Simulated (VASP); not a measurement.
Energy against volume of SnO2 (rutile). Computed with revTPSS meta-GGA, VASP's PBE PAW potentials (set 64) (plane waves; VASP). Run with 520 eV cut-off, 5×5×7 Γ-centred mesh, Gaussian smearing of 0.050 eV, potentials Sn_d O.

Shape and ions are relaxed at each volume.

```csv
V (Å³/atom),E (eV/atom)
11.726,-1.23784
12.100,-1.26268
12.474,-1.27168
12.849,-1.26744
```

**Question.** Fit these four points and predict the energy of the run at 13.223 Å³/atom.

**Answer.** A cubic in V^(−2/3), the third-order Birch-Murnaghan form, passes through the four points with V0 = 12.53 Å³/atom and B0 = 184 GPa, and gives -1.2522 eV/atom there. The run gave -1.2524 eV/atom, -0.2 meV/atom from the fit; all five points give B0 = 183 GPa.

The compound is SnO2 in the rutile structure. It was relaxed first.
